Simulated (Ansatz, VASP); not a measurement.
**MoS2 in two plane-wave programs**

Wanted: the spread between two codes on one cell, functional and k mesh. The cell is taken from a series of runs on this material, whose earlier steps may have relaxed, scaled, displaced or heated it; both programs get it as it stands.

Program: Ansatz 0.2.0. Level of theory: plane waves, with VASP 6.6.1 beside it; zone-centre phonons at PBEsol. Results are calculated unless marked as measured.

## Step 1: The structure

Symmetry: P-6m2, No. 187, hexagonal system. The conventional cell has a = 3.141 Å, b = 3.141 Å, c = 17.337 Å, α = 90.00°, β = 90.00°, γ = 120.00°. Nearest to Mo lie 6 S at 2.39 Å. S has 3 Mo at 2.39 Å nearest. Farther neighbours and most contacts between anions are not listed.

Coordinates:

```
Mo S
1.0
     3.14052    0.00000    0.00000
    -1.57026    2.71977    0.00000
     0.00000    0.00000   17.33739
Mo S
1 2
Direct
  0.00000 0.00000 0.00000
  0.33333 0.66667 0.08989
  0.33333 0.66667 0.91011
```

## Step 2: VASP: zone-centre phonons, PBEsol, pair 1

Second derivatives magnify differences that forces hide, and they need a tight electronic threshold.

Lines of VASP's logs that name or quote its potential files are left out, and so is its time.

INCAR reads:

```
SYSTEM = MoS2
PREC = Accurate
ENCUT = 500
EDIFF = 1E-08
NELM = 120
ISMEAR = -1
SIGMA = 0.05
LREAL = .FALSE.
ALGO = Normal
GGA = PS
NELECT = 26.12
NBANDS = 19
LASPH = .TRUE.
LORBIT = 11
LWAVE = .FALSE.
LCHARG = .FALSE.
ISIF = 2
IBRION = 8
GGA_COMPAT = .FALSE.
KPAR = 2
```

POSCAR reads:

```
MoS2
1.0
    3.1405156826      0.0000000000      0.0000000000
   -1.5702578413      2.7197663621      0.0000000000
    0.0000000000      0.0000000000     17.3373928558
Mo S
1 2
Direct
    0.0000000000      0.0000000000      0.0000000000
    0.3333333333      0.6666666667      0.0898858982
    0.3333333333      0.6666666667      0.9101141018
```

KPOINTS reads:

```
Automatic mesh
0
Gamma
12 12 2
0 0 0
```

The projector-augmented-wave data sets are Mo_sv and S (PBE family, release 64).

On the command line:

```
> mpirun -np 2 vasp_std
```

Numbers of over 12 decimals in the logs are rounded to 6 here.

Output:

```text
[banner, memory and clock lines left out]
running    2 mpi-ranks, on    1 nodes
 distrk:  each k-point on    1 cores,    2 groups
 distr:  one band on    1 cores,    1 groups

 POSCAR found type information on POSCAR MoS
 POSCAR found :  2 types and       3 ions
|                                                                             |
|               ----> ADVICE to this user running VASP <----                  |
|                                                                             |
|     You enforced a specific xc type in the INCAR file but a different       |
|     [... a line on the potential file left out ...]
|     I HOPE YOU KNOW WHAT YOU ARE DOING!                                     |
|                                                                             |

 LDA part: xc-table for (Slater+PW92), standard interpolation
 POSCAR, INCAR and KPOINTS ok, starting setup
 FFT: planning ... GRIDC
 FFT: planning ... GRID_SOFT
 FFT: planning ... GRID
 WAVECAR not read
 entering main loop
       N       E                     dE             d eps       ncg     rms          rms(c)
DAV:   1     0.159127125520E+03    0.15913E+03   -0.12182E+04  1836   0.111E+03
DAV:   2    -0.147239869383E+02   -0.17385E+03   -0.17033E+03  1982   0.263E+02
DAV:   3    -0.246777476296E+02   -0.99538E+01   -0.98694E+01  1864   0.568E+01
DAV:   4    -0.248283597560E+02   -0.15061E+00   -0.15026E+00  1869   0.730E+00
DAV:   5    -0.248316586998E+02   -0.32989E-02   -0.32978E-02  1909   0.102E+00BRMIX: very serious problems
 the old and the new charge density differ
 old charge density:    26.00000 new   26.12000
BRMIX: very serious problems
 the old and the new charge density differ
 old charge density:    26.00000 new   26.12000
    0.261E+01
DAV:   6    -0.237334866717E+02    0.10982E+01   -0.92030E+00  1639   0.192E+01    0.890E+00
DAV:   7    -0.235689628888E+02    0.16452E+00   -0.51553E+00  1654   0.130E+01    0.631E+00
DAV:   8    -0.233175948989E+02    0.25137E+00   -0.11383E+00  1642   0.659E+00    0.172E+00
DAV:   9    -0.233063571766E+02    0.11238E-01   -0.65742E-02  1855   0.143E+00    0.962E-01
DAV:  10    -0.232949774954E+02    0.11380E-01   -0.29530E-02  1688   0.108E+00    0.125E-01
DAV:  11    -0.232884941552E+02    0.64833E-02   -0.51598E-03  1823   0.377E-01    0.130E-01
DAV:  12    -0.232872131169E+02    0.12810E-02   -0.16109E-03  1844   0.166E-01    0.982E-02
DAV:  13    -0.232864907272E+02    0.72239E-03   -0.15261E-03  1661   0.126E-01    0.519E-02
DAV:  14    -0.232866937599E+02   -0.20303E-03   -0.50174E-04  1783   0.119E-01    0.634E-02
DAV:  15    -0.232874420315E+02   -0.74827E-03   -0.21195E-04  1767   0.698E-02    0.260E-02
DAV:  16    -0.232877936397E+02   -0.35161E-03   -0.42776E-05  1926   0.259E-02    0.110E-02
DAV:  17    -0.232881845961E+02   -0.39096E-03   -0.10336E-04  1807   0.340E-02    0.545E-03
DAV:  18    -0.232882047747E+02   -0.20179E-04   -0.22563E-06  1966   0.756E-03    0.781E-03
DAV:  19    -0.232882476613E+02   -0.42887E-04   -0.69776E-06  1737   0.558E-03    0.109E-03
DAV:  20    -0.232882501210E+02   -0.24598E-05   -0.11522E-07  1792   0.120E-03    0.700E-04
DAV:  21    -0.232882518335E+02   -0.17125E-05   -0.92559E-08  1262   0.707E-04    0.243E-04
DAV:  22    -0.232882520203E+02   -0.18678E-06   -0.13552E-08  1466   0.226E-04    0.270E-04
DAV:  23    -0.232882520594E+02   -0.39072E-07   -0.22381E-09  1101   0.155E-04    0.256E-05
DAV:  24    -0.232882520619E+02   -0.25807E-08   -0.25186E-10  1208   0.515E-05
   1 F= -.23288252E+02 E0= -.23282429E+02  d E =-.116455E-01
 Linear response reoptimize wavefunctions to high precision
DAV:   1    -0.232882520615E+02    0.41473E-09   -0.30504E-11  1161   0.178E-05
DAV:   2    -0.232882520615E+02    0.16371E-10    0.23287E-11   985   0.686E-06
 Linear response DOF=           4
 Linear response progress:
  Degree of freedom:   1/  4
       N       E                     dE             d eps       ncg     rms          rms(c)
RMM:   1    -0.768870492975E+00   -0.76887E+00    0.37087E+00  6216   0.203E+01
RMM:   2    -0.565240915382E+00    0.20363E+00   -0.27740E-01  8502   0.351E+00    0.198E-01
RMM:   3    -0.564223129356E+00    0.10178E-02   -0.78694E-03 10557   0.535E-01    0.110E-01
RMM:   4    -0.562983408107E+00    0.12397E-02   -0.87809E-04 12274   0.181E-01    0.360E-02
RMM:   5    -0.562828295859E+00    0.15511E-03   -0.75338E-05 12726   0.524E-02    0.739E-03
RMM:   6    -0.562906554267E+00   -0.78258E-04   -0.23086E-05 11794   0.178E-02    0.192E-03
RMM:   7    -0.562937251101E+00   -0.30697E-04   -0.88844E-06 12443   0.711E-03    0.103E-03
RMM:   8    -0.562944896729E+00   -0.76456E-05   -0.62332E-06 12446   0.317E-03    0.417E-04
RMM:   9    -0.562941959610E+00    0.29371E-05   -0.20540E-06 12287   0.167E-03    0.132E-04
RMM:  10    -0.562944832697E+00   -0.28731E-05   -0.24090E-06 12019   0.873E-04    0.488E-05
RMM:  11    -0.562945949105E+00   -0.11164E-05   -0.19294E-07 12828   0.467E-04    0.198E-05
RMM:  12    -0.562946167756E+00   -0.21865E-06   -0.68975E-07 13814   0.240E-04    0.130E-05
RMM:  13    -0.562946429662E+00   -0.26191E-06   -0.16554E-07 12669   0.138E-04    0.523E-06
RMM:  14    -0.562946448992E+00   -0.19330E-07   -0.10697E-07 13568   0.765E-05    0.657E-06
RMM:  15    -0.562946602082E+00   -0.15309E-06   -0.37544E-08 11889   0.537E-05    0.256E-06
RMM:  16    -0.562946629941E+00   -0.27859E-07   -0.30360E-08 13332   0.307E-05    0.261E-06
RMM:  17    -0.562946686075E+00   -0.56134E-07   -0.16184E-08 12270   0.217E-05    0.704E-07
RMM:  18    -0.562946687940E+00   -0.18651E-08   -0.10696E-08 11185   0.127E-05    0.151E-06
 first order change of Fermi-energy  -0.80038E-05
 force on displaced ion       1 direction 1 : -20.541   0.001   0.000
 Linear response progress:
  Degree of freedom:   2/  4
       N       E                     dE             d eps       ncg     rms          rms(c)
RMM:   1    -0.952470186078E+00   -0.95247E+00    0.41966E+00  1679   0.205E+01
RMM:   2    -0.753599644083E+00    0.19887E+00   -0.29257E-01  2197   0.335E+00    0.195E-01
RMM:   3    -0.752306321692E+00    0.12933E-02   -0.77186E-03  2411   0.531E-01    0.113E-01
RMM:   4    -0.751017471743E+00    0.12888E-02   -0.58522E-04  2720   0.170E-01    0.520E-02
RMM:   5    -0.750833860048E+00    0.18361E-03   -0.13027E-04  3111   0.555E-02    0.153E-02
RMM:   6    -0.750813706801E+00    0.20153E-04    0.52793E-07  2566   0.174E-02    0.468E-03
RMM:   7    -0.750856690482E+00   -0.42984E-04    0.27817E-06  2756   0.756E-03    0.158E-03
RMM:   8    -0.750868563461E+00   -0.11873E-04    0.37840E-07  3053   0.296E-03    0.505E-04
RMM:   9    -0.750870423083E+00   -0.18596E-05    0.27370E-06  3012   0.100E-03    0.126E-04
RMM:  10    -0.750869691957E+00    0.73113E-06    0.34425E-10  3088   0.403E-04    0.680E-05
RMM:  11    -0.750869218849E+00    0.47311E-06   -0.23146E-07  2811   0.215E-04    0.287E-05
RMM:  12    -0.750869093722E+00    0.12513E-06    0.10251E-07  2767   0.123E-04    0.285E-05
RMM:  13    -0.750869574596E+00   -0.48087E-06    0.10599E-07  2735   0.992E-05    0.195E-05
RMM:  14    -0.750869430745E+00    0.14385E-06    0.96935E-08  2737   0.460E-05    0.729E-06
RMM:  15    -0.750869399448E+00    0.31297E-07    0.77441E-08  2721   0.273E-05    0.309E-06
RMM:  16    -0.750869448461E+00   -0.49014E-07    0.27147E-08  2843   0.199E-05    0.262E-06
RMM:  17    -0.750869417071E+00    0.31390E-07    0.33189E-08  2646   0.123E-05    0.103E-06
RMM:  18    -0.750869422829E+00   -0.57581E-08   -0.20042E-09  2282   0.702E-06    0.562E-07
 first order change of Fermi-energy   0.51416E-06
 force on displaced ion       1 direction 3 :  -0.000   0.000 -28.019
 Linear response progress:
  Degree of freedom:   3/  4
       N       E                     dE             d eps       ncg     rms          rms(c)
RMM:   1    -0.105673910618E+00   -0.10567E+00   -0.12627E-01 13875   0.178E+00
RMM:   2    -0.914003351911E-01    0.14274E-01   -0.12107E-02  9655   0.556E-01    0.126E-01
RMM:   3    -0.917972783852E-01   -0.39694E-03   -0.56184E-04  9617   0.124E-01    0.718E-02
RMM:   4    -0.921019144150E-01   -0.30464E-03   -0.85271E-05  9676   0.520E-02    0.139E-02
RMM:   5    -0.920795325709E-01    0.22382E-04   -0.49665E-06 10582   0.115E-02    0.576E-03
RMM:   6    -0.920576029992E-01    0.21930E-04   -0.77602E-07 10324   0.428E-03    0.183E-03
RMM:   7    -0.920694942385E-01   -0.11891E-04   -0.12633E-07 10063   0.158E-03    0.527E-04
RMM:   8    -0.920689700153E-01    0.52422E-06    0.12448E-07 10813   0.366E-04    0.143E-04
RMM:   9    -0.920680214915E-01    0.94852E-06   -0.21247E-08  9831   0.137E-04    0.208E-05
RMM:  10    -0.920681074321E-01   -0.85941E-07   -0.58732E-08 10378   0.377E-05    0.133E-05
RMM:  11    -0.920681797474E-01   -0.72315E-07    0.55156E-09 10291   0.152E-05    0.643E-06
RMM:  12    -0.920682657422E-01   -0.85995E-07    0.11677E-08  9344   0.131E-05    0.173E-06
RMM:  13    -0.920682537932E-01    0.11949E-07    0.16624E-08 10162   0.399E-06    0.963E-07
RMM:  14    -0.920682459848E-01    0.78084E-08   -0.33181E-09  7914   0.266E-06    0.347E-07
 first order change of Fermi-energy   0.81675E-04
 force on displaced ion       2 direction 1 :  -9.881   0.000   0.000
 Linear response progress:
  Degree of freedom:   4/  4
       N       E                     dE             d eps       ncg     rms          rms(c)
RMM:   1    -0.171817856038E+00   -0.17182E+00   -0.12238E-01  3560   0.189E+00
RMM:   2    -0.154192973144E+00    0.17625E-01   -0.14961E-02  2461   0.608E-01    0.373E-01
RMM:   3    -0.154420970002E+00   -0.22800E-03   -0.12557E-03  2244   0.206E-01    0.295E-01
RMM:   4    -0.154492166022E+00   -0.71196E-04   -0.53937E-04  2250   0.138E-01    0.817E-02
RMM:   5    -0.154565997072E+00   -0.73831E-04   -0.17830E-04  2254   0.811E-02    0.261E-02
RMM:   6    -0.154541567556E+00    0.24430E-04   -0.86330E-06  2459   0.201E-02    0.776E-03
RMM:   7    -0.154525954163E+00    0.15613E-04   -0.83672E-07  2585   0.610E-03    0.266E-03
RMM:   8    -0.154525403960E+00    0.55020E-06   -0.66536E-08  2517   0.122E-03    0.143E-03
RMM:   9    -0.154528613930E+00   -0.32100E-05   -0.16717E-08  2491   0.820E-04    0.598E-04
RMM:  10    -0.154527460930E+00    0.11530E-05   -0.10740E-08  2429   0.349E-04    0.133E-04
RMM:  11    -0.154525770123E+00    0.16908E-05   -0.25303E-08  2318   0.192E-04    0.531E-05
RMM:  12    -0.154524965229E+00    0.80489E-06   -0.76265E-08  2429   0.163E-04    0.499E-05
RMM:  13    -0.154524591230E+00    0.37400E-06    0.55034E-08  2577   0.884E-05    0.184E-05
RMM:  14    -0.154524393221E+00    0.19801E-06    0.13076E-07  2527   0.530E-05    0.137E-05
RMM:  15    -0.154524464143E+00   -0.70922E-07    0.10632E-08  2590   0.378E-05    0.135E-05
RMM:  16    -0.154524431842E+00    0.32301E-07    0.11930E-07  2535   0.178E-05    0.421E-06
RMM:  17    -0.154524400955E+00    0.30887E-07    0.10649E-08  2614   0.121E-05    0.332E-06
RMM:  18    -0.154524402753E+00   -0.17979E-08    0.72781E-09  2415   0.599E-06    0.103E-06
 first order change of Fermi-energy  -0.14275E+01
 force on displaced ion       2 direction 3 :   0.000   0.000 -15.418
 Linear response finished
```

Parts of OUTCAR (step 2):

```text
NELECT = 26.12

 ion  position               nearest neighbor table
   1  0.000  0.000  0.000-   2 2.39   3 2.39   2 2.39   3 2.39   2 2.39   3 2.39
   2  0.333  0.667  0.090-   1 2.39   1 2.39   1 2.39
   3  0.333  0.667  0.910-   1 2.39   1 2.39   1 2.39

  LATTYP: Found a hexagonal cell.
 ALAT       =     3.1405156826
 C/A-ratio  =     5.5205560513

 Subroutine GETGRP returns: Found 12 space group operations
 (whereof 12 operations were pure point group operations)

The static configuration has the point symmetry D_3h.

 Found     38 irreducible k-points:

   k-points           NKPTS =     38   k-points in BZ     NKDIM =     38   number of bands    NBANDS=     19

   dimension x,y,z NGX =    24 NGY =   24 NGZ =  126
   dimension x,y,z NGXF=    48 NGYF=   48 NGZF=  252

   ENCUT  =  500.0 eV  36.75 Ry    6.06 a.u.   5.73  5.73 31.61*2*pi/ulx,y,z

 k-points in reciprocal lattice and weights: Automatic mesh
   0.00000000  0.00000000  0.00000000       0.003
   0.08333333  0.00000000  0.00000000       0.021
   0.16666667  0.00000000  0.00000000       0.021
   0.25000000  0.00000000  0.00000000       0.021
   0.33333333  0.00000000  0.00000000       0.021
   0.41666667  0.00000000  0.00000000       0.021
   0.50000000  0.00000000  0.00000000       0.010
   0.08333333  0.08333333  0.00000000       0.021
   0.16666667  0.08333333  0.00000000       0.042
[...]
0.33333333  0.25000000  0.50000000       0.042
   0.33333333  0.33333333  0.50000000       0.007

 average (electrostatic) potential at core
       1 -81.2991       2 -91.3781       3 -91.3781

  Total        0.8272656      0.8272656      0.6221386     -0.0000000     -0.0000000      0.0000000
  in kB        8.9503325      8.9503325      6.7310273     -0.0000000     -0.0000000      0.0000000
  external PRESSURE =       8.2105641 kB  Pullay stress =       0.0000000 kB

  energy-cutoff  :      500.00
  volume of cell :      148.09
      direct lattice vectors                 reciprocal lattice vectors
     3.140515683  0.000000000  0.000000000     0.318419044  0.183839321  0.000000000
    -1.570257841  2.719766362  0.000000000     0.000000000  0.367678641  0.000000000
     0.000000000  0.000000000 17.337392856     0.000000000  0.000000000  0.057678799

 POSITION                                       TOTAL-FORCE (eV/Angst)
 -----------------------------------------------------------------------------------
      0.00000      0.00000      0.00000        -0.000000      0.000000      0.000000
     -0.00000      1.81318      1.55839         0.000000     -0.000000      0.083890
     -0.00000      1.81318     15.77901         0.000000      0.000000     -0.083890
 -----------------------------------------------------------------------------------
    total drift:                                0.000000     -0.000000     -0.000000

 Eigenvectors and eigenvalues of the dynamical matrix
 ----------------------------------------------------

   1 f  =   13.356030 THz    83.918414 2PiTHz  445.509219 cm-1    55.236079 meV
             X         Y         Z           dx          dy          dz
      0.000000  0.000000  0.000000     0.000000   -0.000000   -0.632553
     -0.000000  1.813178  1.558387    -0.000000    0.000000    0.547666
     -0.000000  1.813178 15.779006    -0.000000   -0.000000    0.547666

   2 f  =   11.427529 THz    71.801280 2PiTHz  381.181323 cm-1    47.260439 meV
             X         Y         Z           dx          dy          dz
      0.000000  0.000000  0.000000    -0.633009   -0.000006   -0.000000
     -0.000000  1.813178  1.558387     0.547403    0.000005   -0.000000
     -0.000000  1.813178 15.779006     0.547403    0.000005    0.000000

   3 f  =   11.427529 THz    71.801280 2PiTHz  381.181323 cm-1    47.260439 meV
             X         Y         Z           dx          dy          dz
      0.000000  0.000000  0.000000     0.000006   -0.633009    0.000000
     -0.000000  1.813178  1.558387    -0.000005    0.547403   -0.000000
     -0.000000  1.813178 15.779006    -0.000005    0.547403    0.000000

   4 f  =   11.314543 THz    71.091368 2PiTHz  377.412518 cm-1    46.793167 meV
             X         Y         Z           dx          dy          dz
      0.000000  0.000000  0.000000    -0.000000   -0.000000    0.000000
     -0.000000  1.813178  1.558387     0.000000    0.000000    0.707107
     -0.000000  1.813178 15.779006     0.000000    0.000000   -0.707107

   5 f  =    8.506076 THz    53.445253 2PiTHz  283.732160 cm-1    35.178289 meV
             X         Y         Z           dx          dy          dz
      0.000000  0.000000  0.000000    -0.000000    0.000000   -0.000000
     -0.000000  1.813178  1.558387    -0.707107   -0.000036    0.000000
     -0.000000  1.813178 15.779006     0.707107    0.000036   -0.000000

   6 f  =    8.506076 THz    53.445253 2PiTHz  283.732160 cm-1    35.178289 meV
             X         Y         Z           dx          dy          dz
      0.000000  0.000000  0.000000    -0.000000   -0.000000    0.000000
     -0.000000  1.813178  1.558387     0.000036   -0.707107    0.000000
     -0.000000  1.813178 15.779006    -0.000036    0.707107   -0.000000

   7 f/i=    0.000646 THz     0.004060 2PiTHz    0.021555 cm-1     0.002672 meV
             X         Y         Z           dx          dy          dz
      0.000000  0.000000  0.000000     0.526968    0.567102   -0.000000
     -0.000000  1.813178  1.558387     0.304689    0.327894   -0.000000
     -0.000000  1.813178 15.779006     0.304689    0.327894   -0.000000

   8 f/i=    0.000646 THz     0.004060 2PiTHz    0.021555 cm-1     0.002672 meV
             X         Y         Z           dx          dy          dz
      0.000000  0.000000  0.000000    -0.567102    0.526968   -0.000000
     -0.000000  1.813178  1.558387    -0.327894    0.304689   -0.000000
     -0.000000  1.813178 15.779006    -0.327894    0.304689   -0.000000

   9 f/i=    0.007112 THz     0.044686 2PiTHz    0.237233 cm-1     0.029413 meV
             X         Y         Z           dx          dy          dz
      0.000000  0.000000  0.000000     0.000000    0.000000    0.774517
     -0.000000  1.813178  1.558387     0.000000    0.000000    0.447282
     -0.000000  1.813178 15.779006     0.000000    0.000000    0.447282

 ELASTIC MODULI CONTR FROM IONIC RELAXATION (kBar)
 Direction    XX          YY          ZZ          XY          YZ          ZX
 --------------------------------------------------------------------------------
 XX        -244.3399   -196.2916   -438.7819      0.0000     -0.0000      0.0000
 YY        -196.2916   -244.3399   -438.7819     -0.0000     -0.0000      0.0000
 ZZ        -438.7819   -438.7819   -873.8802      0.0000     -0.0000      0.0000
 XY           0.0000     -0.0000      0.0000    -24.0241      0.0000     -0.0000
 YZ          -0.0000     -0.0000     -0.0000      0.0000   -531.6837     -0.0000
 ZX           0.0000      0.0000      0.0000     -0.0000     -0.0000   -430.0389
 --------------------------------------------------------------------------------
```

This run has no spin polarisation, so a moment on Mo, if there is one, isn't seen. The cell is charged against a uniform background.

(Part 1 of 2 ends here.)

[Lines on the potential files, build, host, timing and source positions are cut from VASP's logs without a mark.]

[Logs are printed without paths, hosts, clocks, repeated set-up lines and the standing remarks that a program may print on its own settings, such as how far it seeks lower states.]

[Hosts, paths, dates, database ids (printed as entryN), source tags and the programs' standing remarks are cut or masked in the printed files.]
